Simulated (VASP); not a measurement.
Here is the system:

```xyz
1
Lattice="-2.0928 2.0928 2.0928 2.0928 -2.0928 2.0928 2.0928 2.0928 -2.0928" Properties=species:S:1:pos:R:3 pbc="T T T"
Na     0.0000     0.0000     0.0000
```

Calculation: PBE GGA with D4 dispersion, VASP's PBE PAW potentials (set 64) (plane waves; VASP). Run with 520 eV cut-off, 11×11×11 Γ-centred mesh, first-order Methfessel-Paxton smearing of 0.10 eV, potentials Na_pv.

### Question
Predict the energy per atom (σ→0), band gap (on the k-mesh) with the smallest direct gap where there is one.

### Answer

```
Quantity                                                    Result
------------------------  ----------------------------------------
band gap (on the k-mesh)  none (metal, semimetal or under 0.01 eV)
energy per atom (σ→0)                               -1328 meV/atom
```

Total energies compare only between runs with the same potentials, cut-off and functional.

The compound is Na in the bcc structure. It was relaxed first, which changed the volume by -5 %. The start is the result of an earlier pass.
